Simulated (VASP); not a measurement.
Data:

```yaml
crystal:
  lattice:
    - [4.42043, 0.00000, 0.00000]
    - [0.00000, 4.42043, 0.00000]
    - [0.00000, 0.00000, 4.42043]
  atoms:
    - { symbol: Zr, position: [0.00000, 0.00000, 0.00000] }
    - { symbol: N, position: [0.50000, 0.50000, 0.50000] }
    - { symbol: N, position: [0.00000, 0.00000, 0.50000] }
    - { symbol: N, position: [0.00000, 0.50000, 0.00000] }
    - { symbol: N, position: [0.50000, 0.00000, 0.00000] }
    - { symbol: Nb, position: [0.50000, 0.50000, 0.00000] }
    - { symbol: Nb, position: [0.50000, 0.00000, 0.50000] }
    - { symbol: Nb, position: [0.00000, 0.50000, 0.50000] }
```

Calculation: PBEsol GGA, VASP's PBE PAW potentials (set 64) (plane waves; VASP). Settings: 520 eV cut-off, Gaussian smearing of 0.050 eV, potentials Zr_sv N Nb_sv.

Give the energies of bands 28 to 41 at the high-symmetry points, in eV from the Fermi level.

| band | Γ | X | M | R |
|---|---|---|---|---|
| 28 | -3.81 | -5.55 | -6.07 | -6.83 |
| 29 | -3.81 | -4.13 | -5.90 | -6.83 |
| 30 | -3.65 | -4.13 | -5.67 | -6.83 |
| 31 | -3.65 | -3.98 | -5.67 | -6.46 |
| 32 | -3.65 | -3.98 | -5.31 | -6.46 |
| 33 | -3.08 | -3.70 | 0.24 | 1.52 |
| 34 | -3.08 | -3.23 | 0.26 | 1.52 |
| 35 | -3.08 | 0.02 | 0.55 | 1.52 |
| 36 | -1.63 | 0.02 | 0.55 | 1.62 |
| 37 | -1.63 | 0.26 | 0.73 | 1.62 |
| 38 | -1.63 | 0.26 | 0.85 | 1.84 |
| 39 | 0.15 | 0.66 | 1.48 | 1.84 |
| 40 | 0.15 | 1.36 | 1.49 | 1.84 |
| 41 | 1.65 | 1.46 | 1.74 | 2.15 |

It has no gap at this level: it comes out as a metal or semimetal.

The structure was generated: Nb3ZrN4 was put into an ordered model structure (Pm-3m), which need not be its known phase. It was relaxed first. The electron count is odd and the run is not spin-polarised, which forces a metal.
